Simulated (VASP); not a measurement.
Method: PBEsol GGA, VASP's PBE PAW potentials (set 64) (plane waves; VASP 6.6.1).

Input for VASP

KPOINTS:
```
Automatic mesh
0
Gamma
12 12 3
0 0 0
```

### INCAR
```
SYSTEM = AgRh3
PREC = Accurate
ENCUT = 400
EDIFF = 1E-6
NELM = 100
ALGO = Normal
LREAL = .FALSE.
LASPH = .TRUE.
ISMEAR = 1
SIGMA = 0.1
GGA = PS
LMAXMIX = 4
LWAVE = .FALSE.
LCHARG = .FALSE.
IBRION = 2
ISIF = 3
NSW = 60
EDIFFG = -0.02
```

POSCAR:
```
AgRh3
1
   -0.0000000000     1.9121957034     1.9121957034
    1.9121957034    -0.0000000000     1.9121957034
    7.7080362985     7.7080362985    -0.0592534850
Rh Ag
3 1
Direct
  0.9843254248   0.9843254248   0.0117559314
  0.0000000000   0.0000000000   0.2500000000
  0.0156745752   0.0156745752   0.4882440686
  0.0000000000   0.0000000000   0.7500000000
```

POTCAR, in this order: Rh_pv Ag (PBE.64 set). Program: vasp_std.

Output

### OSZICAR
```
       N       E                     dE             d eps       ncg     rms          rms(c)
DAV:   1     0.559106458871E+03    0.55911E+03   -0.29301E+04  3306   0.158E+03
DAV:   2    -0.135114579857E+02   -0.57262E+03   -0.56217E+03  3618   0.502E+02
DAV:   3    -0.294406901363E+02   -0.15929E+02   -0.15580E+02  3388   0.923E+01
DAV:   4    -0.296084575636E+02   -0.16777E+00   -0.16720E+00  3379   0.927E+00
DAV:   5    -0.296110197838E+02   -0.25622E-02   -0.25621E-02  3372   0.120E+00    0.204E+01
DAV:   6    -0.273711026730E+02    0.22399E+01   -0.84707E+00  3373   0.272E+01    0.898E+00
DAV:   7    -0.273890358568E+02   -0.17933E-01   -0.17649E+00  3356   0.117E+01    0.428E+00
DAV:   8    -0.276360055287E+02   -0.24697E+00   -0.49757E+00  3397   0.177E+01    0.679E+00
DAV:   9    -0.272487137738E+02    0.38729E+00   -0.16478E+00  3425   0.903E+00    0.149E+00
DAV:  10    -0.272450965925E+02    0.36172E-02   -0.51326E-02  3283   0.191E+00    0.303E-01
DAV:  11    -0.272443589971E+02    0.73760E-03   -0.46165E-03  3445   0.600E-01    0.103E-01
DAV:  12    -0.272443440868E+02    0.14910E-04   -0.22724E-04  3299   0.129E-01    0.641E-02
DAV:  13    -0.272443409917E+02    0.30951E-05   -0.45511E-05  3437   0.505E-02    0.239E-02
DAV:  14    -0.272443393628E+02    0.16289E-05   -0.20328E-06  1872   0.124E-02    0.835E-03
DAV:  15    -0.272443395639E+02   -0.20107E-06   -0.62211E-07  1639   0.889E-03
   1 F= -.27244340E+02 E0= -.27244591E+02  d E =-.272443E+02
       N       E                     dE             d eps       ncg     rms          rms(c)
DAV:   1    -0.272493240275E+02   -0.49847E-02   -0.33466E-01  3364   0.649E+00    0.533E-01
DAV:   2    -0.272461393499E+02    0.31847E-02   -0.39784E-02  3282   0.172E+00    0.329E-01
DAV:   3    -0.272468453246E+02   -0.70597E-03   -0.25368E-02  3406   0.131E+00    0.423E-01
DAV:   4    -0.272447852370E+02    0.20601E-02   -0.14831E-02  3391   0.100E+00    0.130E-01
DAV:   5    -0.272445950886E+02    0.19015E-03   -0.97212E-04  3389   0.267E-01    0.354E-02
DAV:   6    -0.272445880684E+02    0.70202E-05   -0.55441E-05  3262   0.537E-02    0.147E-02
DAV:   7    -0.272445888655E+02   -0.79718E-06   -0.50140E-06  2960   0.202E-02
   2 F= -.27244589E+02 E0= -.27244765E+02  d E =-.249302E-03
       N       E                     dE             d eps       ncg     rms          rms(c)
DAV:   1    -0.272451544256E+02   -0.56636E-03   -0.34525E-02  3363   0.208E+00    0.172E-01
DAV:   2    -0.272448279641E+02    0.32646E-03   -0.41507E-03  3298   0.556E-01    0.107E-01
DAV:   3    -0.272448996321E+02   -0.71668E-04   -0.26593E-03  3406   0.433E-01    0.137E-01
DAV:   4    -0.272446839914E+02    0.21564E-03   -0.15542E-03  3391   0.305E-01    0.429E-02
DAV:   5    -0.272446625747E+02    0.21417E-04   -0.10005E-04  3397   0.861E-02    0.119E-02
DAV:   6    -0.272446603787E+02    0.21960E-05   -0.60607E-06  3255   0.176E-02    0.467E-03
DAV:   7    -0.272446599641E+02    0.41463E-06   -0.43750E-07  1631   0.635E-03
   3 F= -.27244660E+02 E0= -.27244859E+02  d E =-.320400E-03
       N       E                     dE             d eps       ncg     rms          rms(c)
DAV:   1    -0.272499763280E+02   -0.53159E-02   -0.16741E-01  3243   0.459E+00    0.537E-01
DAV:   2    -0.272452193446E+02    0.47570E-02   -0.31762E-02  3325   0.146E+00    0.205E-01
DAV:   3    -0.272465711994E+02   -0.13519E-02   -0.19537E-02  3393   0.120E+00    0.424E-01
DAV:   4    -0.272446896211E+02    0.18816E-02   -0.11668E-02  3401   0.794E-01    0.902E-02
DAV:   5    -0.272446541313E+02    0.35490E-04   -0.26954E-04  3436   0.149E-01    0.452E-02
DAV:   6    -0.272446489991E+02    0.51322E-05   -0.35893E-05  3292   0.407E-02    0.892E-03
DAV:   7    -0.272446482597E+02    0.73948E-06   -0.57487E-06  2747   0.224E-02
   4 F= -.27244648E+02 E0= -.27244838E+02  d E =0.117044E-04
       N       E                     dE             d eps       ncg     rms          rms(c)
DAV:   1    -0.272461894213E+02   -0.15404E-02   -0.46054E-02  3244   0.241E+00    0.284E-01
DAV:   2    -0.272448606786E+02    0.13287E-02   -0.86927E-03  3318   0.766E-01    0.106E-01
DAV:   3    -0.272452309060E+02   -0.37023E-03   -0.52196E-03  3393   0.612E-01    0.218E-01
DAV:   4    -0.272447255374E+02    0.50537E-03   -0.31372E-03  3400   0.440E-01    0.470E-02
DAV:   5    -0.272447177464E+02    0.77910E-05   -0.75335E-05  3444   0.789E-02    0.238E-02
DAV:   6    -0.272447217930E+02   -0.40466E-05   -0.94901E-06  3285   0.208E-02    0.447E-03
DAV:   7    -0.272447218955E+02   -0.10245E-06   -0.13232E-06  1648   0.114E-02
   5 F= -.27244722E+02 E0= -.27244917E+02  d E =-.619314E-04
```

**OUTCAR**
```
------------------------ aborting loop because EDIFF is reached ----------------------------------------
  FORCE on cell =-STRESS in cart. coord.  units (eV):
  Direction    XX          YY          ZZ          XY          YZ          ZX
  --------------------------------------------------------------------------------------
  Total       -0.0113340     -0.0113340     -0.0113340      0.0193035     -0.0193035     -0.0193035
  in kB       -0.3209088     -0.3209088     -0.3209088      0.5465551     -0.5465551     -0.5465551
  external PRESSURE =      -0.3209088 kB  Pullay stress =       0.0000000 kB
  volume of cell :       56.59
      direct lattice vectors                 reciprocal lattice vectors
     0.000000000  1.913655233  1.913655233    -0.260475332  0.262084836  0.260475332
     1.913655233  0.000000000  1.913655233     0.262084836 -0.260475332  0.260475332
     7.702213686  7.702213686 -0.047592755     0.064716457  0.064716457 -0.064716457
 POSITION                                       TOTAL-FORCE (eV/Angst)
 -----------------------------------------------------------------------------------
      1.97599      1.97599      3.76498         0.008099      0.008099     -0.008099
      1.92555      1.92555     -0.01190         0.000000      0.000000     -0.000000
      3.78877      3.78877      0.03854        -0.008099     -0.008099      0.008099
      5.77666      5.77666     -0.03569         0.000000      0.000000     -0.000000
 -----------------------------------------------------------------------------------
    total drift:                                0.000000      0.000000     -0.000000
  FREE ENERGIE OF THE ION-ELECTRON SYSTEM (eV)
  ---------------------------------------------------
  free  energy   TOTEN  =       -27.2447218955 eV

  energy  without entropy=      -27.2453073773  energy(sigma->0) =      -27.24491706

 reached required accuracy - stopping structural energy minimisation
```
(Selected blocks of OUTCAR.)

**CONTCAR**
```
AgRh3
   1.00000000000000
     0.0000000000000186    1.9136552327936021    1.9136552327935650
     1.9136552327936021    0.0000000000000186    1.9136552327935650
     7.7022136856391965    7.7022136856391965   -0.0475927545647871
  Rh              Ag
     3     1
Direct
     0.9838643327067419    0.9838643327067419    0.0121017504699454
     0.0000000000000000    0.0000000000000000    0.2500000000000000
     0.0161356672932581    0.0161356672932581    0.4878982495300546
     0.0000000000000000    0.0000000000000000    0.7500000000000000
```

The structure was generated: AgRh3 was put into an ordered model structure (R-3m), which need not be its known phase. This run relaxes it. Symmetry was kept, so distortions that lower it aren't found. The start is the result of an earlier pass.
